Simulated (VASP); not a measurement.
Runs of VASP 6.6.1 on W. Symmetry: Im-3m, No. 229, cubic system. Conventional cell: a = 3.165 Å, b = 3.165 Å, c = 3.165 Å, α = 90.00°, β = 90.00°, γ = 90.00°. Around W (site symmetry m-3m) lie 8 W at 2.74 Å. 

| k mesh | cutoff (eV) | mesh quality | gap on the mesh (eV) | pressure (GPa) |
| --- | --- | --- | --- | --- |
| 14 × 14 × 14 | 700 | not flagged | none | 6.7 |
| 14 × 14 × 14 | 400 | not flagged | none | 6.6 |
| 14 × 14 × 14 | 300 | not flagged | none | 5.7 |
| 8 × 8 × 8 | 520 | not flagged | none | 6.6 |
| 4 × 4 × 4 | 520 | coarse | none | (b) |
| 6 × 6 × 6 | 520 | coarse | none | (a) |
| 14 × 14 × 14 | 350 | not flagged | none | 6.3 |
| 16 × 16 × 16 | 520 | not flagged | none | 5.9 |
| 14 × 14 × 14 | 520 | not flagged | none | 6.6 |
| 14 × 14 × 14 | 450 | not flagged | none | 6.7 |
| 20 × 20 × 20 | 520 | not flagged | none | 6.2 |
| 24 × 24 × 24 | 520 | not flagged | none | 6.2 |

Alike in all rows: task single point; level PBE; potentials or basis VASP PAW PBE potentials, release 64 (W_sv); no spin polarisation; cell as given; smearing gaussian 0.1 eV.

Estimate the missing entries.

(a) 4.3; (b) 5.2.

Caveats: some runs use coarse meshes.

A k mesh can miss the band edges, and the runs leave out spin-orbit coupling on W.

A gap of «none» marks a metal or a gap under the smearing width.
